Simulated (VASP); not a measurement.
An input for Quantum ESPRESSO's pw.x (written as the equivalent of a VASP run, and not itself run):

```
&CONTROL
  calculation = 'scf'
  pseudo_dir = './pseudo'
  outdir = './out'
  tprnfor = .true.
  tstress = .true.
/
&SYSTEM
  ibrav = 0
  nat = 4
  ntyp = 2
  ecutwfc = 90
  occupations = 'smearing'
  smearing = 'gaussian'
  degauss = 0.00147
  input_dft = 'revpbe'
/
&ELECTRONS
  conv_thr = 7.3e-08
  electron_maxstep = 100
/
ATOMIC_SPECIES
  Fe 55.845 Fe.upf
  O 15.999 O.upf
CELL_PARAMETERS angstrom
     4.2936280    2.1468140    2.1468140
     2.1468140    4.2936280    2.1468140
     2.1468140    2.1468140    4.2936280
ATOMIC_POSITIONS crystal
  Fe   0.0000000  0.0000000  0.0000000
  Fe   0.5000000  0.5000000  0.5000000
  O    0.2500000  0.2500000  0.2500000
  O    0.7500000  0.7500000  0.7500000
K_POINTS automatic
  8 8 8 0 0 0
```

Question: Translate this input to VASP (INCAR, KPOINTS, POSCAR, choice of POTCAR).

Answer: One answer among several that fit: 
File POSCAR:
```
FeO
1
    4.2936280000     2.1468140000     2.1468140000
    2.1468140000     4.2936280000     2.1468140000
    2.1468140000     2.1468140000     4.2936280000
Fe O
2 2
Direct
  0.0000000000   0.0000000000   0.0000000000
  0.5000000000   0.5000000000   0.5000000000
  0.2500000000   0.2500000000   0.2500000000
  0.7500000000   0.7500000000   0.7500000000
```

INCAR:
```
SYSTEM = FeO
PREC = Accurate; ENCUT = 280; LREAL = F
LASPH = T
EDIFF = 1E-6; NELM = 100; ALGO = Normal
LMAXMIX = 4
ISMEAR = 0; SIGMA = 0.02
GGA = RE
ISIF = 2
LWAVE = F; LCHARG = F
```

### KPOINTS
```
Automatic mesh
0
Gamma
8 8 8
0 0 0
```

POTCAR, in this order: Fe O (PBE.64 set). Program: vasp_std.

Limits of the translation: the potentials are each code's own (VASP's PAW set, PseudoDojo norm-conserving files in pw.x), so ENCUT and ecutwfc are chosen apart and not converted; conv_thr bounds pw.x's estimated SCF error, while EDIFF bounds the energy change between steps.

The structure is a typed FeO crystal. The cell was not relaxed at this level. The k-mesh is coarse (spacing up to 0.30 per Å, 2π included), so the numbers may not be converged in it. The run is one of a series of settings (ENCUT = 280, ISPIN removed, LDAU removed, LDAUJ removed, LDAUL removed, LDAUTYPE removed, LDAUU removed, the spin start removed, KPOINTS 8×8×8 Γ-centred mesh against the base run), some of them coarse on purpose.
